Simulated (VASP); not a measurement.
# HfO2: what each functional gives for the gap, part 3 of 3

Aim: the gap of HfO2 on one structure at many levels of theory. The starting structure is a measured crystal structure from the Crystallography Open Database. The atoms were first relaxed with LDA in that cell, in a run that isn't shown, and the relaxed structure is the one below. Meshes and data sets differ where the inputs say so.

VASP 6.6.1.

Results so far: LDA 3.931 eV; PBE 4.119 eV; r2SCAN 4.623 eV; TB-mBJ 5.731 eV; LDA + spin-orbit coupling 3.909 eV.

**7. Bands with r2SCAN + spin-orbit coupling**

Level of this step: r2SCAN, spin-orbit coupling; plane waves and PAW (Hf_pv, O) (VASP).

INCAR

```
SYSTEM = HfO2
PREC = Accurate
ENCUT = 460
EDIFF = 1E-06
NELM = 100
ISMEAR = 0
SIGMA = 0.03
LREAL = .FALSE.
ALGO = Normal
METAGGA = R2SCAN
LASPH = .TRUE.
LNONCOLLINEAR = .TRUE.
MAGMOM = 0 0 0 0 0 0 0 0 0 0 0 0 0 0 0 0 0 0 0 0 0 0 0 0 0 0 0 0 0 0 0 0 0 0 0 0
NBANDS = 112
GGA_COMPAT = .FALSE.
LSORBIT = .TRUE.
LMAXMIX = 4
LORBIT = 11
LWAVE = .FALSE.
LCHARG = .FALSE.
KPAR = 8
NCORE = 2
```

POSCAR

```
HfO2
1.0
    5.1156000000      0.0000000000      0.0000000000
    0.0000000000      5.1722000000      0.0000000000
   -0.8447144024      0.0000000000      5.2269842757
Hf O
4 8
Direct
    0.2757950272      0.4567340553      0.7080925417
    0.7242049728      0.9567340553      0.7919074583
    0.7242049728      0.5432659447      0.2919074583
    0.2757950272      0.0432659447      0.2080925417
    0.4510997048      0.7424279229      0.9769591789
    0.5489002952      0.2424279229      0.5230408211
    0.5489002952      0.2575720771      0.0230408211
    0.4510997048      0.7575720771      0.4769591789
    0.0673282843      0.1710387267      0.8496936254
    0.9326717157      0.6710387267      0.6503063746
    0.9326717157      0.8289612733      0.1503063746
    0.0673282843      0.3289612733      0.3496936254
```

KPOINTS

```
Automatic mesh
0
Gamma
4 4 4
0 0 0
```

KPOINTS_OPT

```
Line mode
8
Line-mode
Reciprocal
  0.00000000   0.00000000   0.00000000 GAMMA
  0.00000000   0.00000000   0.50000000 Y

  0.00000000   0.00000000   0.50000000 Y
 -0.43397697   0.00000000   0.57166053 H

 -0.43397697   0.00000000   0.57166053 H
 -0.50000000   0.00000000   0.50000000 C

 -0.50000000   0.00000000   0.50000000 C
 -0.50000000   0.50000000   0.50000000 E

 -0.50000000   0.50000000   0.50000000 E
 -0.56602303   0.50000000   0.42833947 M1

 -0.56602303   0.50000000   0.42833947 M1
 -0.50000000   0.50000000   0.00000000 A

 -0.50000000   0.50000000   0.00000000 A
 -0.50000000   0.00000000   0.00000000 X

 -0.50000000   0.00000000   0.00000000 X
 -0.56602303   0.00000000   0.42833947 H1

 -0.43397697   0.50000000   0.57166053 M
  0.00000000   0.50000000   0.50000000 D

  0.00000000   0.50000000   0.50000000 D
  0.00000000   0.50000000   0.00000000 Z

  0.00000000   0.00000000   0.50000000 Y
  0.00000000   0.50000000   0.50000000 D
```

PAW data sets: Hf_pv and O (PBE family, release 64).

Run with:

```bash
> mpirun -np 16 vasp_ncl
```

What it wrote:

```text
[... set-up lines as in an earlier step ...]
 entering main loop
       N       E                     dE             d eps       ncg     rms          rms(c)
DAV:   1     0.400245065318E+03    0.40025E+03   -0.47617E+04  6720   0.147E+03
DAV:   2    -0.282224743990E+03   -0.68247E+03   -0.65348E+03  8152   0.411E+02
DAV:   3    -0.324306303832E+03   -0.42082E+02   -0.41805E+02  8024   0.937E+01
DAV:   4    -0.325030346825E+03   -0.72404E+00   -0.72174E+00  8072   0.130E+01
[...]
DAV:  15    -0.277637208609E+03    0.38452E-04   -0.10546E-04  7336   0.427E-02    0.821E-02
DAV:  16    -0.277637202287E+03    0.63218E-05   -0.20642E-05  7984   0.181E-02    0.748E-03
DAV:  17    -0.277637202964E+03   -0.67624E-06   -0.84252E-07  4704   0.437E-03
   1 F= -.27763720E+03 E0= -.27763720E+03  d E =-.583581E-23  mag=    -0.0000     0.0000     0.0000
 Start KPOINTS_OPT (optional k-point list driver)
k-point batch [1-30\88]
       N       E                     dE             ncg
DAV:   1    -0.606854273913E+04   -0.52412E+05     6720
DAV:   2    -0.254721439297E+05   -0.19404E+05     7920
DAV:   3    -0.268308982628E+05   -0.13588E+04     8120
DAV:   4    -0.268632308587E+05   -0.32333E+02     8032
[...]
DAV:   8    -0.268643210106E+05   -0.64961E-04     7416
DAV:   9    -0.268643210140E+05   -0.33748E-05     5616
DAV:  10    -0.268643210142E+05   -0.19171E-06     5136
[...]
k-point batch [61-88\88]
       N       E                     dE             ncg
DAV:   1    -0.244002917310E+04   -0.57146E+05     6272
DAV:   2    -0.206531148858E+05   -0.18213E+05     7392
DAV:   3    -0.219366440174E+05   -0.12835E+04     7576
DAV:   4    -0.219654977644E+05   -0.28854E+02     7552
[...]
DAV:   8    -0.219664376614E+05   -0.54780E-04     6800
DAV:   9    -0.219664376643E+05   -0.29457E-05     5296
DAV:  10    -0.219664376645E+05   -0.20583E-06     4768
```

The job ended after 5.4 min (16 MPI ranks of AMD EPYC 9R45, shared host; peak memory 11 GiB).

From OUTCAR (step 7):

```text
  Total       -2.7194188     -2.7901825     -2.3816705      0.0000000      0.0000000     -0.7264514
  in kB      -31.5038475    -32.3236283    -27.5911101      0.0000000      0.0000000     -8.4157738
  external PRESSURE =     -30.4728620 kB  Pullay stress =       0.0000000 kB

 POSITION                                       TOTAL-FORCE (eV/Angst)
 -----------------------------------------------------------------------------------
      0.81272      2.36232      3.70119        -0.066971      0.082167      0.037431
      3.03581      4.94842      4.13929         0.066971      0.082167     -0.037431
      3.45816      2.80988      1.52580         0.066971     -0.082167     -0.037431
      1.23508      0.22378      1.08770        -0.066971     -0.082167      0.037431
      1.48239      3.83999      5.10655        -0.086431      0.000338     -0.020490
      2.36613      1.25389      2.73393         0.086431      0.000338      0.020490
      2.78849      1.33221      0.12043         0.086431     -0.000338      0.020490
      1.90475      3.91831      2.49306        -0.086431     -0.000338     -0.020490
     -0.37332      0.88465      4.44134        -0.000707      0.033793     -0.057293
      4.22185      3.47075      3.39914         0.000707      0.033793      0.057293
      4.64421      4.28755      0.78565         0.000707     -0.033793      0.057293
      0.04903      1.70145      1.82784        -0.000707     -0.033793     -0.057293
 -----------------------------------------------------------------------------------
    total drift:                               -0.000000      0.000000     -0.000000

  FREE ENERGIE OF THE ION-ELECTRON SYSTEM (eV)
  ---------------------------------------------------
[...]
1       -0.000   0.000   0.000   0.000
    2        0.000  -0.000  -0.000  -0.000
    3       -0.000   0.000   0.000   0.000
    4        0.000  -0.000  -0.000  -0.000
    5        0.000  -0.000   0.000  -0.000
    6       -0.000   0.000   0.000   0.000
    7        0.000  -0.000   0.000  -0.000
    8       -0.000   0.000   0.000   0.000
    9       -0.000   0.000   0.000   0.000
   10        0.000  -0.000   0.000  -0.000
   11       -0.000   0.000   0.000   0.000
   12        0.000  -0.000   0.000  -0.000
--------------------------------------------------
tot          0.000   0.000   0.000   0.000

 magnetization (y)
# of ion       s       p       d       tot
------------------------------------------
    1        0.000  -0.000  -0.000  -0.000
    2        0.000  -0.000  -0.000  -0.000
    3        0.000  -0.000  -0.000  -0.000
    4        0.000  -0.000  -0.000  -0.000
    5       -0.000   0.000   0.000   0.000
    6       -0.000   0.000   0.000   0.000
    7       -0.000   0.000   0.000   0.000
    8       -0.000   0.000   0.000   0.000
    9       -0.000  -0.000   0.000  -0.000
   10       -0.000  -0.000   0.000  -0.000
   11       -0.000  -0.000   0.000  -0.000
   12       -0.000  -0.000   0.000  -0.000
--------------------------------------------------
tot          0.000   0.000  -0.000  -0.000

 magnetization (z)
# of ion       s       p       d       tot
------------------------------------------
    1        0.000   0.000  -0.000  -0.000
    2       -0.000  -0.000   0.000   0.000
    3        0.000   0.000  -0.000  -0.000
    4       -0.000  -0.000   0.000   0.000
    5       -0.000  -0.000   0.000  -0.000
    6        0.000   0.000   0.000   0.000
    7       -0.000  -0.000   0.000  -0.000
    8        0.000   0.000   0.000   0.000
    9       -0.000  -0.000   0.000  -0.000
   10        0.000   0.000   0.000   0.000
   11       -0.000  -0.000   0.000  -0.000
   12        0.000   0.000   0.000   0.000
--------------------------------------------------
tot          0.000  -0.000   0.000  -0.000

[... 2 parts as in an earlier step ...]

[... 1 further part left out ...]
[key lines of the parts left out:]
E-fermi :   2.9139
```

r2SCAN + spin-orbit coupling gives a least gap of 4.598 eV, and a least direct gap of 4.665 eV. The least gap is -0.026 eV from that of r2SCAN.

**8. Bands with TB-mBJ + spin-orbit coupling**

Edit INCAR of step 7 so:

```diff
@@ -4,3 +4,3 @@
 EDIFF = 1E-06
-NELM = 100
+NELM = 150
 ISMEAR = 0
@@ -9,3 +9,3 @@
 ALGO = Normal
-METAGGA = R2SCAN
+METAGGA = MBJ
 LASPH = .TRUE.
```

POSCAR is that of step 7.

KPOINTS is that of step 7.

KPOINTS_OPT is that of step 7.

Run with:

```bash
> mpirun -np 16 vasp_ncl
```

What it wrote:

```text
[... set-up lines as in an earlier step ...]
 entering main loop
       N       E                     dE             d eps       ncg     rms          rms(c)
DAV:   1     0.376331205397E+04    0.37633E+04   -0.46131E+04  6720   0.143E+03
DAV:   2     0.310397087114E+04   -0.65934E+03   -0.63095E+03  8168   0.398E+02
DAV:   3     0.306243060361E+04   -0.41540E+02   -0.41261E+02  8024   0.921E+01
DAV:   4     0.306167347926E+04   -0.75712E+00   -0.75457E+00  8072   0.130E+01
[...]
DAV:  59     0.308818039896E+04    0.84075E-05   -0.27458E-12  3600   0.158E-05    0.105E-05
DAV:  60     0.308818040039E+04    0.14238E-05    0.10928E-12  3576   0.819E-06    0.516E-06
DAV:  61     0.308818039955E+04   -0.84010E-06   -0.55791E-12  3576   0.437E-06
   1 F= 0.30881804E+04 E0= 0.30881804E+04  d E =-.883166E-34  mag=    -0.0000     0.0000    -0.0000
 Start KPOINTS_OPT (optional k-point list driver)
k-point batch [1-30\88]
       N       E                     dE             ncg
DAV:   1    -0.135521989585E+04   -0.47699E+05     6720
DAV:   2    -0.208422343374E+05   -0.19487E+05     7928
DAV:   3    -0.221252487696E+05   -0.12830E+04     8000
DAV:   4    -0.221611401037E+05   -0.35891E+02     8512
DAV:   5    -0.221625092047E+05   -0.13691E+01     9264
DAV:   6    -0.221625278746E+05   -0.18670E-01     8672
DAV:   7    -0.221625287022E+05   -0.82763E-03     9176
DAV:   8    -0.221625287179E+05   -0.15724E-04     7448
DAV:   9    -0.221625287187E+05   -0.70382E-06     5376
[...]
k-point batch [61-88\88]
       N       E                     dE             ncg
DAV:   1     0.195330956408E+04   -0.52752E+05     6272
DAV:   2    -0.163341133727E+05   -0.18287E+05     7408
DAV:   3    -0.175400821810E+05   -0.12060E+04     7464
DAV:   4    -0.175733102451E+05   -0.33228E+02     7824
DAV:   5    -0.175748007257E+05   -0.14905E+01     8680
DAV:   6    -0.175748192709E+05   -0.18545E-01     7920
DAV:   7    -0.175748201626E+05   -0.89163E-03     8568
DAV:   8    -0.175748201777E+05   -0.15186E-04     6888
DAV:   9    -0.175748201784E+05   -0.67399E-06     4992
```

It took 4.2 min on 16 MPI ranks; peak memory 12 GiB.

OUTCAR, selected parts (step 8):

```text
  Total      -92.0799611    -93.2579476    -92.4054290      0.0000000      0.0000000     -2.6472879
  in kB    -1066.7253778  -1080.3720836  -1070.4958490      0.0000000      0.0000000    -30.6682269
  external PRESSURE =   -1072.5311035 kB  Pullay stress =       0.0000000 kB

 POSITION                                       TOTAL-FORCE (eV/Angst)
 -----------------------------------------------------------------------------------
      0.81272      2.36232      3.70119        -0.201173     -0.011121     -0.398287
      3.03581      4.94842      4.13929         0.201173     -0.011121      0.398287
      3.45816      2.80988      1.52580         0.201173      0.011121      0.398287
      1.23508      0.22378      1.08770        -0.201173      0.011121     -0.398287
      1.48239      3.83999      5.10655        -0.534231      0.060168      0.278169
      2.36613      1.25389      2.73393         0.534231      0.060168     -0.278169
      2.78849      1.33221      0.12043         0.534231     -0.060168     -0.278169
      1.90475      3.91831      2.49306        -0.534231     -0.060168      0.278169
     -0.37332      0.88465      4.44134        -0.046931      0.033564     -0.232805
      4.22185      3.47075      3.39914         0.046931      0.033564      0.232805
      4.64421      4.28755      0.78565         0.046931     -0.033564      0.232805
      0.04903      1.70145      1.82784        -0.046931     -0.033564     -0.232805
 -----------------------------------------------------------------------------------
    total drift:                               -0.000000      0.000000     -0.000000

  FREE ENERGIE OF THE ION-ELECTRON SYSTEM (eV)
  ---------------------------------------------------
[...]
1        0.000  -0.000   0.000   0.000
    2       -0.000   0.000  -0.000  -0.000
    3        0.000  -0.000   0.000   0.000
    4       -0.000   0.000  -0.000  -0.000
    5        0.000  -0.000   0.000  -0.000
    6       -0.000   0.000   0.000   0.000
    7        0.000  -0.000   0.000  -0.000
    8       -0.000   0.000   0.000   0.000
    9       -0.000  -0.000   0.000  -0.000
   10        0.000   0.000   0.000   0.000
   11       -0.000  -0.000   0.000  -0.000
   12        0.000   0.000   0.000   0.000
--------------------------------------------------
tot          0.000   0.000   0.000   0.000

 magnetization (y)
# of ion       s       p       d       tot
------------------------------------------
    1       -0.000  -0.000  -0.000  -0.000
    2       -0.000  -0.000  -0.000  -0.000
    3       -0.000  -0.000  -0.000  -0.000
    4       -0.000  -0.000  -0.000  -0.000
    5       -0.000   0.000   0.000   0.000
    6       -0.000   0.000   0.000   0.000
    7       -0.000   0.000   0.000   0.000
    8       -0.000   0.000   0.000   0.000
    9       -0.000   0.000   0.000   0.000
   10       -0.000   0.000   0.000   0.000
   11       -0.000   0.000   0.000   0.000
   12       -0.000   0.000   0.000   0.000
--------------------------------------------------
tot         -0.000   0.000  -0.000   0.000

 magnetization (z)
# of ion       s       p       d       tot
------------------------------------------
    1       -0.000  -0.000  -0.000  -0.000
    2        0.000   0.000   0.000   0.000
    3       -0.000  -0.000  -0.000  -0.000
    4        0.000   0.000   0.000   0.000
    5        0.000  -0.000   0.000  -0.000
    6       -0.000   0.000   0.000   0.000
    7        0.000  -0.000   0.000  -0.000
    8       -0.000   0.000   0.000   0.000
    9       -0.000  -0.000   0.000  -0.000
   10        0.000   0.000   0.000   0.000
   11       -0.000  -0.000   0.000  -0.000
   12        0.000   0.000   0.000   0.000
--------------------------------------------------
tot         -0.000  -0.000  -0.000  -0.000

[... 2 parts as in an earlier step ...]

[... 1 further part left out ...]
[key lines of the parts left out:]
E-fermi :   4.2360
```

TB-mBJ + spin-orbit coupling gives a least gap of 5.693 eV, and a least direct gap of 5.754 eV. The least gap is -0.038 eV from that of TB-mBJ.

**9. Comparison**

| level | gap (eV) | least direct gap (eV) | mesh | core minutes |
| --- | --- | --- | --- | --- |
| LDA | 3.931 | 4.005 | 4×4×4 | 5.87 |
| PBE | 4.119 | 4.191 | 4×4×4 | 6.4 |
| r2SCAN | 4.623 | 4.693 | 4×4×4 | 17.6 |
| TB-mBJ | 5.731 | 5.793 | 4×4×4 | 15.5 |
| LDA + spin-orbit coupling | 3.909 | 3.981 | 4×4×4 | 21.6 |
| r2SCAN + spin-orbit coupling | 4.598 | 4.665 | 4×4×4 | 86.4 |
| TB-mBJ + spin-orbit coupling | 5.693 | 5.754 | 4×4×4 | 66.4 |

Core minutes are wall time times ranks of the run shown, on a shared host.

**10. Outcome**

- gap, LDA: 3.931 eV
- gap, PBE: 4.119 eV
- gap, r2SCAN: 4.623 eV
- gap, TB-mBJ: 5.731 eV
- gap, LDA + spin-orbit coupling: 3.909 eV
- gap, r2SCAN + spin-orbit coupling: 4.598 eV
- gap, TB-mBJ + spin-orbit coupling: 5.693 eV

**Reading.** Without spin-orbit coupling the gap of HfO2 runs from 3.931 eV (LDA) to 5.731 eV (TB-mBJ). Spin-orbit coupling changes the LDA gap by -0.022 eV. Spin-orbit coupling changes the r2SCAN gap by -0.026 eV. Spin-orbit coupling changes the TB-mBJ gap by -0.038 eV. These are gaps between Kohn-Sham or generalised Kohn-Sham levels of a static lattice, without excitons or temperature. Further runs on this material are not shown.

[Lines on the potential files, build, host, timing and source positions are cut from VASP's logs without a mark.]

[Logs are printed without paths, hosts, clocks, repeated set-up lines and the standing remarks that a program may print on its own settings, such as how far it seeks lower states.]

[Hosts, paths, dates, database ids (printed as entryN), source tags and the programs' standing remarks are cut or masked in the printed files.]
